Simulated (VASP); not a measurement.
A run of VASP 6.6.1:

Contents of INCAR:

```
  PREC = Accurate
  ENCUT = 520
  EDIFF = 1E-7
  ISMEAR = -1
  SIGMA = 0.05
  LREAL = F
  LASPH = T
  NELM = 60
  ALGO = Normal
  ISIF = 2
  LWAVE = F
  LCHARG = T
  GGA = PE
  LELF = T
  LVHAR = T
  NBANDS = 38
```

KPOINTS

```
regular mesh
0
Gamma
  5 5 4
```

POSCAR

```
K2CuBr2F2
1.0
    5.0293070000      0.0000000000      0.0000000000
    0.0000000000      5.0293070000      0.0000000000
    0.0000000000      0.0000000000      6.6348630000
Br Cu K F
2 1 2 2
Direct
    0.5000000000      0.0000000000      0.0000000000
    0.0000000000      0.5000000000      0.0000000000
    0.0000000000      0.0000000000      0.0000000000
    0.5000000000      0.0000000000      0.5000000000
    0.0000000000      0.5000000000      0.5000000000
    0.5000000000      0.5000000000      0.5000000000
    0.0000000000      0.0000000000      0.5000000000
```

Potentials or basis: VASP PAW PBE potentials, release 64 (Br, Cu, K_sv, F).

Launch:

```console
$ cat potpaw_PBE.64/Br/POTCAR potpaw_PBE.64/Cu/POTCAR potpaw_PBE.64/K_sv/POTCAR potpaw_PBE.64/F/POTCAR > POTCAR
$ mpirun -np 1 vasp_std > vasp.out
```

Hardware: 1 thread of AMD EPYC 7R43 64-Core Processor (Zen 3) (shared host).

Q: Estimate the wall time of this run.

A: Wall time 4.2 min on 1 thread of AMD EPYC 7R43 64-Core Processor (Zen 3), on a shared host, peak memory 0.29 GiB. Counts: scf iterations 24, k points 18.
